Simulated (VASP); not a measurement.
An input for Ansatz (written as the equivalent of a VASP run, and not itself run):

Ansatz 0.2 input:
```yaml
crystal:
  lattice:
    - [4.3872686, 0.0000000, 0.0000000]
    - [0.0000000, 8.7838576, 0.0000000]
    - [0.0000000, 0.0000000, 6.1413228]
  atoms:
    - { symbol: Cd, position: [0.0000000, 0.2381178, 0.0083102] }
    - { symbol: Cd, position: [1.0000000, 0.7618822, 0.0083102] }
    - { symbol: Cd, position: [0.5000000, 0.0000000, 0.5050914] }
    - { symbol: Cd, position: [0.5000000, 0.5000000, 0.4770264] }
    - { symbol: Te, position: [0.0000000, 0.5000000, 0.7527841] }
    - { symbol: Se, position: [0.5000000, 0.2432997, 0.2502156] }
    - { symbol: Se, position: [0.5000000, 0.7567003, 0.2502156] }
    - { symbol: Se, position: [0.0000000, 0.0000000, 0.7480563] }
kpoints:
  mp_grid: { grid: [5, 3, 4] }
hamiltonian:
  xc: pbesol
  pseudopotentials: { kind: paw }
scf:
  occupations: { method: gaussian, width: 0.05 }
  max_iter: 100
relax:
  max_steps: 60
  f_tol: 0.02
  cell: {}
output: { forces: true, stress: true, eigenvalues: true }
```

**Question.** Write the VASP files for the same calculation (PBEsol).

**Answer.** Several could match; the one computed here: 
INCAR:
```
SYSTEM = Cd4TeSe3
PREC = Accurate
ENCUT = 400
EDIFF = 1E-6
NELM = 100
ALGO = Normal
LREAL = .FALSE.
LASPH = .TRUE.
ISMEAR = 0
SIGMA = 0.05
GGA = PS
LMAXMIX = 4
LWAVE = .FALSE.
LCHARG = .FALSE.
IBRION = 2
ISIF = 3
NSW = 60
EDIFFG = -0.02
```

### KPOINTS
```
Automatic mesh
0
Gamma
5 3 4
0 0 0
```

POSCAR:
```
Cd4TeSe3
1.0
  4.3872686265   0.0000000000   0.0000000000
  0.0000000000   8.7838576423   0.0000000000
  0.0000000000   0.0000000000   6.1413227901
Cd Te Se
4 1 3
Direct
  0.0000000000   0.2381177656   0.0083102451
  1.0000000000   0.7618822344   0.0083102451
  0.5000000000   0.0000000000   0.5050914389
  0.5000000000   0.5000000000   0.4770264241
  0.0000000000   0.5000000000   0.7527840620
  0.5000000000   0.2432997120   0.2502156322
  0.5000000000   0.7567002880   0.2502156322
  0.0000000000   0.0000000000   0.7480563203
```

POTCAR, in this order: Cd Te Se (PBE.64 set). Program: vasp_std.

Limits of the translation: each code has its own PAW files, so the cut-off isn't converted (ENCUT is set for VASP's; basis.ecutwfc is left out, and Ansatz then takes the one that its files recommend); Ansatz stops its SCF on the density residual and VASP on the energy change (EDIFF).

The structure comes from a computed database's Cd4TeSe3 entry (Pmm2); how it stands against other phases isn't given here. This run relaxes it. Symmetry was kept, so distortions that lower it aren't found. The start is the result of an earlier pass.
